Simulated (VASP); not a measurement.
Consider the following.

```
CELL_PARAMETERS angstrom
      3.80895     0.00000     0.00000
     -1.90447     3.29865     0.00000
      0.00000     0.00000    12.45260
ATOMIC_POSITIONS crystal
  Zn 0.66667 0.33333 0.74993
  Zn 0.33333 0.66667 0.24993
  Zn 0.00000 0.00000 0.50000
  Zn 0.00000 0.00000 0.00000
  S  0.66667 0.33333 0.93773
  S  0.33333 0.66667 0.43773
  S  0.00000 0.00000 0.68734
  S  0.00000 0.00000 0.18734
```

Level of theory: PBE GGA, VASP's PBE PAW potentials (set 64) (plane waves; VASP). Settings: 300 eV cut-off, 7×7×2 Γ-centred mesh, Gaussian smearing of 0.010 eV, potentials Zn S.

At this cut-off the stress carries a Pulay error, which pulls relaxed volumes low.

### Question
Give the stress tensor in GPa (positive for a compressed cell).

### Answer

```
2.20  0.00  0.00
0.00  2.20  0.00
0.00  0.00  2.29
```
The pressure is its mean diagonal, 2.23 GPa.

The structure comes from a computed database's ZnS entry (P6_3mc); how it stands against other phases isn't given here. The cell was not relaxed at this level.
